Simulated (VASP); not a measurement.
Crystal: Ag.

```
Ag
1.0
     0.00000    2.04275    2.04275
     2.04275    0.00000    2.04275
     2.04275    2.04275    0.00000
Ag
1
Direct
  0.00000 0.00000 0.00000
```

* Program: VASP 6.6.1
* Task: relaxation of cell and atoms
* Functional: PBE
* Potentials or basis: VASP PAW PBE potentials, release 64 (Ag)
* Cutoff: 300 eV
* k mesh: 8 × 8 × 8
* Occupations: methfessel-paxton, width 0.1 eV
* Spin: no spin polarisation

At the start: pressure 5.0 GPa; volume 17.05 Å³/atom.

**Question.** Where does the relaxation end?

**Answer.** Over 3 steps the energy falls by 13.0 meV/atom and the volume is 17.94 Å³/atom (+5.3 %); space group Fm-3m (No. 225, to 0.05 Å).

Step by step:
```csv
step,energy change (eV),largest force (eV/Å),pressure (GPa),volume (Å³)
1,0.0000,0.0000,5.01,17.05
2,-0.0104,0.0000,-1.80,18.40
3,-0.0130,0.0000,0.04,17.94
```

Final structure:
```yaml
crystal:
  lattice:
    - [0.00000, 2.07795, 2.07795]
    - [2.07795, 0.00000, 2.07795]
    - [2.07795, 2.07795, 0.00000]
  atoms:
    - { symbol: Ag, position: [0.00000, 0.00000, 0.00000] }
```

Caveat: the cutoff is under 1.25 times the usual one of these potentials, so pressure, stress and relaxed cells hold a basis-set (Pulay) error.
